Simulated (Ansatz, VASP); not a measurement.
## Cross-check of SnH2 between VASP and Ansatz

Wanted: the spread between two codes on one cell, functional and k mesh. The cell is generated by rule, not measured, and may not be a known phase. Of the first pair: The cell is taken from a series of runs on this material, whose earlier steps may have relaxed, scaled, displaced or heated it; both programs get it as it stands.

Main program and level: Ansatz 0.2.0; plane waves, with VASP 6.6.1 beside it; PBEsol.

### Step 1. Starting point

Symmetry: P4/mmm, No. 123, tetragonal system. The conventional cell has a = 3.923 Å, b = 3.923 Å, c = 2.951 Å, α = 90.00°, β = 90.00°, γ = 90.00°. Sn has 4 H at 1.96 Å nearest. H has 2 Sn at 1.96 Å nearest. Farther neighbours are not listed.

### Step 2. Ansatz: zone-centre phonons, PBEsol

Ansatz runs on its default PAW (the set named soft_2) files.

Second derivatives magnify differences that forces hide, and they need a tight electronic threshold.

Input file input.yaml:

```yaml
crystal:
  lattice:
    - [3.9228357864, 0.0, 0.0]
    - [0.0, 3.9228357864, 0.0]
    - [0.0, 0.0, 2.9509914654]
  atoms:
    - { symbol: Sn, position: [0.0, 0.0, 0.0] }
    - { symbol: H, position: [0.0, 0.5, 0.0] }
    - { symbol: H, position: [0.5, 0.0, 0.0] }
kpoints:
  mp_grid: { grid: [10, 10, 14] }
hamiltonian:
  xc: pbesol
scf:
  occupations: { method: methfessel_paxton, width: 0.2 }
output:
  eigenvalues: true
phonons:
  method: dfpt
```

On the command line:

```console
$ ansatz run input.yaml --threads 4 --pin off --max-ram 7168MiB --backend cpu --events-out ev --progress --plain --runs-dir out
```

Numbers of over 12 decimals in the logs are rounded to 6 here.

Output:

```text
zone centre: on kpoints.mp_grid the ground state, and the responses unless they are solved on pairs of k-points, stand on 288 of the mesh's 1400 k-points, reduced under 8 symmetry operations, with k and −k counted as one. Each operation leaves every solved displacement unchanged or reverses it
Engine: ansatz 0.2.0, aarch64-unknown-linux-gnu
Pseudopotentials: kind: paw
Pseudopotential: Sn, paw, valence charge 14, recommended cutoff 420 eV (normal), Sn.paw.azcp
Pseudopotential: H, paw, valence charge 1, recommended cutoff 420 eV (normal), H.paw.azcp
Functional definition: PBEsol
  exchange = pbesol_x
  correlation = pbesol_c
Crystal: 3 atoms, lattice volume = 45.412 Å³
Basis set: ecut = 420 eV, 897 PW (Γ), exchange–correlation on 54×54×40 points (8 copies of the dense FFT grid, shifted against one another)
Bands: 12, of which v1, the nominal top of the filled ones, is band 8 counted from 1 (7 counted from 0)
Symmetry: 16 space group operations
k-points: 288 of 1400 (irreducible under 8 space group operations)
Non-local potential: Sn, projectors of the file, l = 0: 2, l = 1: 2, l = 2: 2, l = 3: 2
Non-local potential: H, projectors of the file, l = 0: 2, l = 1: 1
PAW form: soft (Blöchl's): semilocal exchange-correlation on the pseudo side does not see the compensation charge
PAW frozen core: Sn, regenerated for the run's functional, and the local potential with it (the file was generated under x = pbe(κ = 0.804, μ = 0.219515), c = pbe(β = 0.066725))
PAW one-centre angular grid: Sn, 590 points (default); XC on 64 Gauss nodes
PAW one-centre angular grid: H, 110 points (default); XC on 64 Gauss nodes
Initial density: superposition of atomic densities (neutral atoms: chi_scale 0, normalization atom), corrected by the library's trained network
Initial wavefunctions: pseudopotential atomic-orbital guess
Functional: x = pbesol(κ = 0.804, μ = 0.123457), c = pbesol(β = 0.046)
SCF iter   1: F=—  HF=-5980.129218 eV  |F-HF|=—  |Δ(HF+E_count)|=         —  Δρ=8.28e-3  dr2=2.69e-2  ethr=1.77e-3  ⟨swp⟩=5.1  Hψ=20140  notcnv=0
preconditioner: auto → Kerker (q_TF=auto, 2.293 Å⁻¹)  [metal: Δε(μ)=0.071 eV  Ē_g=20.388 eV  σ=0.200 eV  W_gap=0.29  n_scr=10 (ndim 8)  ℏωp=22.0 eV  f_vac=0.100  D(μ)=0.45/eV (n_scr^D=0)]
SCF iter   2: F=—  HF=-5980.122380 eV  |F-HF|=—  |Δ(HF+E_count)|=   6.84e-3  S|Δr|=    0.00e0  Δρ=4.21e-3  dr2=7.93e-3  ethr=1.68e-4  ⟨swp⟩=1.0  Hψ=5765  notcnv=0
SCF iter   3: F=—  HF=-5980.120102 eV  |F-HF|=—  |Δ(HF+E_count)|=   2.28e-3  S|Δr|=    0.00e0  Δρ=8.05e-4  dr2=4.55e-4  ethr=4.96e-5  ⟨swp⟩=2.3  Hψ=4234  notcnv=0
SCF iter   4: F=—  HF=-5980.120087 eV  |F-HF|=—  |Δ(HF+E_count)|=   1.56e-5  S|Δr|=    0.00e0  Δρ=3.41e-4  dr2=1.20e-4  ethr=2.85e-6  ⟨swp⟩=2.7  Hψ=5883  notcnv=0
SCF iter   5: F=—  HF=-5980.120153 eV  |F-HF|=—  |Δ(HF+E_count)|=   6.60e-5  S|Δr|=    0.00e0  Δρ=2.35e-4  dr2=2.20e-5  ethr=7.48e-7  ⟨swp⟩=2.0  Hψ=4246  notcnv=0
SCF iter   6: F=—  HF=-5980.120169 eV  |F-HF|=—  |Δ(HF+E_count)|=   1.62e-5  S|Δr|=    0.00e0  Δρ=3.81e-5  dr2=1.13e-6  ethr=1.37e-7  ⟨swp⟩=2.0  Hψ=5732  notcnv=0
SCF iter   7: F=—  HF=-5980.120175 eV  |F-HF|=—  |Δ(HF+E_count)|=   5.98e-6  S|Δr|=    0.00e0  Δρ=2.11e-5  dr2=2.01e-7  ethr=7.06e-9  ⟨swp⟩=2.0  Hψ=4330  notcnv=0
SCF iter   8: F=—  HF=-5980.120175 eV  |F-HF|=—  |Δ(HF+E_count)|=   3.48e-7  S|Δr|=    0.00e0  Δρ=4.06e-6  dr2=1.30e-8  ethr=1.25e-9  ⟨swp⟩=2.0  Hψ=5686  notcnv=0
SCF iter   9: F=—  HF=-5980.120175 eV  |F-HF|=—  |Δ(HF+E_count)|=   4.07e-8  S|Δr|=    0.00e0  Δρ=1.25e-6  dr2=5.23e-10  ethr=8.15e-11  ⟨swp⟩=2.3  Hψ=5654  notcnv=0
SCF iter  10: F=-5980.120175 eV  HF=-5980.120175 eV  |F-HF|=3.27e-11  |Δ(HF+E_count)|=  6.00e-10  S|Δr|=    0.00e0  Δρ=1.39e-7  dr2=8.27e-12  ethr=1.00e-12  ⟨swp⟩=4.8  Hψ=16378  notcnv=0
the search or the solves at the SCF's close seem to have found levels that the self-consistency loop had missed (the run counts 2). By its estimate they hold under 1e-12 electrons; where the run keeps them, the occupations were computed again with them
SCF 1 converged in 10 iterations: F = -5980.120175 eV  dr2 = 8.27e-12
  greatest PAW one-centre occupation: 0.991 electrons in one spin orbital (limit 2), on the Sn atom at site 0 (counted from 0), in its partial waves of l = 2
DFPT response loops at Γ: preconditioner auto → Kerker (q_TF=auto, 2.293 Å⁻¹) (partly filled bands, converged f_vac=0.105); β = 1.00, the filter's whole step (`scf.mixing.beta` (0.50) is not read by the response loops under this deck's `scf.mixing.preconditioner`; to damp them name `kerker` or `kerker_dos`, under which they read `scf.mixing.beta`, and type it under 1.00, their step now; both keys bind the ground state too); Broyden in place of MSR1
SCF converged after 10 iterations
Stability not checked: this state was not tested for a lower state beside it, because cold or Methfessel-Paxton smearing, or corrected tetrahedra, fill the levels in a way that the test cannot read (fill_not_monotonic; see scf.lower_state_search)
Free energy (F): -5980.120175 eV
Harris-Foulkes:  -5980.120175 eV  (|F-HF|=3.27e-11)
Internal energy: -5980.120427 eV  (E = F + TS)
E sigma→0 (E₀):  -5980.120238 eV
Entropy (-TS):   0.000251 eV (0.084 meV/atom)
Fermi energy:    5.541610 eV
--- Per-component energies (eV) ---
  E_band       = -155.282491
  E_kinetic    = 213.096708
  E_local      = -1255.991321  (includes V_loc(G=0)·N_el)
  E_nonlocal   = -27.336898
  E_hartree    = 695.954695
  E_xc         = -395.761092
  E_vxc        = -118.579752  (∫ρ·V_xc dr)
  E_paw        = -4067.597696  (= ΣΔE_a)
  E_vpaw       = -358.378523  (= ΣTr[D̂ρ^β])
  E_aug_tail   = -0.002121  (compensation charges beyond the density's cutoff)
  E_ewald      = -1142.767540
  E_core_change = 0.284840  (= ΣΔE_core)
  E_smearing   = 0.000251  (= −TS)
  E_closure    = 0.000000  (closes the sum)
  Σ components = -5980.120175   (vs F -5980.120175, Δ=0.00e0)
--- Band table (eV; the first three rows and the last of 288) ---
  k-point 0: bands = [... 4 lower, -15.7269, -5.2624, 3.4830, 6.1932, 6.1932, 7.7058, 13.0595, 13.5330]
  k-point 1: bands = [... 4 lower, -15.7351, -5.1823, 3.5280, 6.2841, 6.2841, 7.6642, 11.6421, 14.6536]
  k-point 2: bands = [... 4 lower, -15.7579, -4.9431, 3.6578, 6.5512, 6.5512, 7.3633, 10.2529, 15.4602]
  k-point 287: bands = [... 4 lower, -15.6122, 1.0182, 1.0182, 1.6210, 3.5997, 9.8623, 9.8623, 10.9911]
--- Phonons (Γ-DFPT): 5 representative perturbations + reference, on 288 of 1400 k-points (Σ response iterations 16) ---
  k mesh reduced under 8 symmetry operations, with k and −k counted as one. Each operation leaves every solved displacement unchanged or reverses it
  ASR residual: 3.514e-5 → 0.000e0 eV/Å²; symmetrization residual: 7.166e-7 eV/Å²
  ASR residual per site (eV/Å²): 3.51e-5 2.24e-5 2.24e-5
  Γ frequencies (cm⁻¹): 0.00 0.00 0.00 357.00 435.41 463.81 463.81 1061.52 1061.52
  non-analytic LO–TO correction: not included (Born effective charges unavailable; polar crystals: no LO–TO splitting at Γ)
```

Reading the cycles: dr2 is the Hartree energy of the density residual (eV), the measure of convergence; HF is the Harris–Foulkes estimate of the energy, which meets the free energy F at convergence.

(Part 1 of 3 ends here.)

[Lines on the potential files, build, host, timing and source positions are cut from VASP's logs without a mark.]

[Logs are printed without paths, hosts, clocks, repeated set-up lines and the standing remarks that a program may print on its own settings, such as how far it seeks lower states.]

[Hosts, paths, dates, database ids (printed as entryN), source tags and the programs' standing remarks are cut or masked in the printed files.]
